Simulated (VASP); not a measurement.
Output of a VASP run:

### OSZICAR
```
       N       E                     dE             d eps       ncg     rms          rms(c)
DAV:   1    -0.869479459734E+01   -0.86948E+01   -0.67488E+03  1872   0.121E+03
DAV:   2    -0.696160366874E+02   -0.60921E+02   -0.59865E+02  2303   0.255E+02
DAV:   3    -0.703567425102E+02   -0.74071E+00   -0.72667E+00  2245   0.291E+01
DAV:   4    -0.703613135210E+02   -0.45710E-02   -0.45685E-02  2175   0.180E+00
DAV:   5    -0.703613445578E+02   -0.31037E-04   -0.31036E-04  2177   0.120E-01    0.158E+01
DAV:   6    -0.661386534489E+02    0.42227E+01   -0.18648E+00  1948   0.200E+01    0.627E+00
DAV:   7    -0.669027756818E+02   -0.76412E+00   -0.20487E-01  1940   0.685E+00    0.164E+00
DAV:   8    -0.665142801462E+02    0.38850E+00   -0.32433E-01  1910   0.854E+00    0.393E-01
DAV:   9    -0.666005183075E+02   -0.86238E-01   -0.12189E-01  1878   0.441E+00    0.512E-01
DAV:  10    -0.666480687426E+02   -0.47550E-01   -0.96304E-02  1875   0.375E+00    0.159E-01
DAV:  11    -0.666207571351E+02    0.27312E-01   -0.11264E-01  1878   0.389E+00    0.210E-01
DAV:  12    -0.666275075461E+02   -0.67504E-02   -0.21050E-02  1914   0.194E+00    0.231E-01
DAV:  13    -0.666229986884E+02    0.45089E-02   -0.92087E-03  1885   0.133E+00    0.170E-01
DAV:  14    -0.666230349988E+02   -0.36310E-04   -0.42440E-03  1880   0.911E-01    0.149E-01
DAV:  15    -0.666220720450E+02    0.96295E-03   -0.10236E-03  1895   0.430E-01    0.108E-01
DAV:  16    -0.666218206949E+02    0.25135E-03   -0.62826E-05  2031   0.109E-01    0.985E-02
DAV:  17    -0.666214732312E+02    0.34746E-03   -0.35454E-04  1882   0.247E-01    0.514E-02
DAV:  18    -0.666213715836E+02    0.10165E-03   -0.20263E-04  1938   0.230E-01    0.190E-02
DAV:  19    -0.666213371444E+02    0.34439E-04   -0.13323E-04  1882   0.167E-01    0.502E-03
DAV:  20    -0.666213344109E+02    0.27335E-05   -0.70951E-06  1927   0.414E-02    0.211E-03
DAV:  21    -0.666213337402E+02    0.67074E-06   -0.17044E-06  1701   0.192E-02
   1 F= -.66621334E+02 E0= -.66621275E+02  d E =-.666213E+02
```

**OUTCAR**
```
------------------------ aborting loop because EDIFF is reached ----------------------------------------
  FORCE on cell =-STRESS in cart. coord.  units (eV):
  Direction    XX          YY          ZZ          XY          YZ          ZX
  --------------------------------------------------------------------------------------
  Total       -0.0091175     -0.0091175     -0.0091175     -0.0000000     -0.0000000      0.0000000
  in kB       -0.8307675     -0.8307675     -0.8307675     -0.0000000     -0.0000000      0.0000000
  external PRESSURE =      -0.8307675 kB  Pullay stress =       0.0000000 kB
  volume of cell :       17.58
      direct lattice vectors                 reciprocal lattice vectors
    -1.638133942  1.638133942  1.638133942     0.000000000  0.305225346  0.305225346
     1.638133942 -1.638133942  1.638133942     0.305225346  0.000000000  0.305225346
     1.638133942  1.638133942 -1.638133942     0.305225346  0.305225346  0.000000000
 POSITION                                       TOTAL-FORCE (eV/Angst)
 -----------------------------------------------------------------------------------
      0.00000      0.00000      0.00000        -0.000000      0.000000     -0.000000
 -----------------------------------------------------------------------------------
    total drift:                                0.000000      0.000000      0.000000
  FREE ENERGIE OF THE ION-ELECTRON SYSTEM (eV)
  ---------------------------------------------------
  free  energy   TOTEN  =       -66.6213337402 eV

  energy  without entropy=      -66.6211568889  energy(sigma->0) =      -66.62127479

 reached required accuracy - stopping structural energy minimisation
```
(Selected blocks of OUTCAR.)

### POSCAR
```
Ta
1
   -1.6381339423     1.6381339423     1.6381339423
    1.6381339423    -1.6381339423     1.6381339423
    1.6381339423     1.6381339423    -1.6381339423
Ta
1
Direct
  0.0000000000   0.0000000000   0.0000000000
```

Q: Write an INCAR and KPOINTS that could have produced this output.

A: One answer among several that fit: the input of the run itself, SCAN meta-GGA, plane waves, VASP's PBE PAW potentials (set 64).

**KPOINTS**
```
Automatic mesh
0
Gamma
 14 14 14
```

INCAR:
```
SYSTEM = Ta
PREC = Accurate
ENCUT = 520
EDIFF = 1E-6
NELM = 100
ALGO = Normal
LREAL = .FALSE.
LASPH = .TRUE.
ISMEAR = 1
SIGMA = 0.1
METAGGA = SCAN
LMIXTAU = .TRUE.
LMAXMIX = 6
LWAVE = .FALSE.
LCHARG = .FALSE.
IBRION = 2
ISIF = 3
NSW = 60
EDIFFG = -0.01
```

POTCAR, in this order: Ta_pv (PBE.64 set). Program: vasp_std.

The compound is Ta in the bcc structure. It was relaxed first. The start is the result of an earlier pass.
